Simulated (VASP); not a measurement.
SnO (Romarchite):

```
Sn O
1.0
     3.79860    0.00000    0.00000
     0.00000    3.79860    0.00000
     0.00000    0.00000    4.84080
Sn O
2 2
Cartesian
  1.8993 0.0000 1.1468
  0.0000 1.8993 3.6940
  0.0000 0.0000 0.0000
  1.8993 1.8993 0.0000
```

Base run:

| Quantity | Value |
| --- | --- |
| Program | VASP 6.6.1 |
| Functional | PBEsol |
| Potentials or basis | VASP PAW PBE potentials, release 64 (Sn_d, O) |
| Cutoff | 600 eV |
| k mesh | 6 × 6 × 5 |
| Occupations | fermi-dirac, width 0.02 eV |
| Spin | no spin polarisation |

Its results: band gap on the k mesh 0.05 eV, indirect (least direct gap 1.92 eV); pressure 0.8 GPa; largest force 0.293 eV/Å.

Q: After a change of settings the same cell gave: band gap on the k mesh 0.07 eV, indirect (least direct gap 1.98 eV); pressure 5.1 GPa; largest force 0.589 eV/Å. Which change was it?
A. functional from PBEsol to r2SCAN; cutoff from 600 eV to 520 eV; further incar settings from ALGO = Fast; EDIFF = 1e-07 to ALGO = Normal; EDIFF = 1e-07
B. functional from PBEsol to PBE; cutoff from 600 eV to 520 eV
C. cutoff from 600 eV to 520 eV; k mesh from 6 × 6 × 5 to 9 × 9 × 7
D. potentials or basis from VASP PAW PBE potentials, release 64 (Sn_d, O) to VASP PAW PBE potentials, release 64 (Sn, O); cutoff from 600 eV to 500 eV; valence electrons from 40 to 20

A: B.

PBE binds less tightly than PBEsol, so the same cell stands under more pressure.

Caveats: spin-orbit coupling is left out, which moves the levels of the heavy elements; an odd mesh through Γ misses points on the zone boundary, where band edges often lie; the PAW data sets were made with another functional, which shifts forces and pressure a little (some runs).
